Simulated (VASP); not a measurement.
Given:

```
CELL_PARAMETERS angstrom
      0.00000     3.54294     3.54294
      3.54294     0.00000     3.54294
      3.54294     3.54294     0.00000
ATOMIC_POSITIONS crystal
  Ba 0.00000 0.00000 0.00000
  Te 0.50000 0.50000 0.50000
```

Method: r2SCAN meta-GGA, VASP's PBE PAW potentials (set 64) (plane waves; VASP 6.6.1). Run with 400 eV cut-off, 6×6×6 Γ-centred mesh, Gaussian smearing of 0.050 eV, potentials Ba_sv Te.

Unless said otherwise, spin-orbit coupling is left out, though it shifts the bands of the heavy elements here.

Problem. Predict the energy per atom (σ→0), band gap (on the k-mesh) with the smallest direct gap where there is one.

Solution. 
The band gap (on the k-mesh) is 1.95 eV, the smallest direct gap (on the k-mesh) is 2.34 eV and the energy per atom (σ→0) is -28.014 eV/atom.

Total energies compare only between runs with the same potentials, cut-off and functional.

The compound is BaTe in the rock salt structure. It was relaxed first. The start is the result of an earlier pass.
